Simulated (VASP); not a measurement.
Input:

```
CELL_PARAMETERS angstrom
      0.00000     2.64865     2.64865
      2.64865     0.00000     2.64865
      2.64865     2.64865     0.00000
ATOMIC_POSITIONS crystal
  Mg 0.00000 0.00000 0.00000
  S  0.50000 0.50000 0.50000
```

All values below come from optB86b-vdW, VASP's PBE PAW potentials (set 64) (plane waves; VASP). Settings: 520 eV cut-off, 9×9×9 Γ-centred mesh, Gaussian smearing of 0.050 eV, potentials Mg S.

Q: What does the run give for the energy per atom (σ→0), pressure?

A: 
```yaml
energy per atom (σ→0): -280.7 kJ/mol of atoms
pressure: -4.01 GPa
```

Total energies compare only between runs with the same potentials, cut-off and functional.

The compound is MgS in the rock salt structure. This cell is one point of a volume scan, at 1.06 of the reference volume.
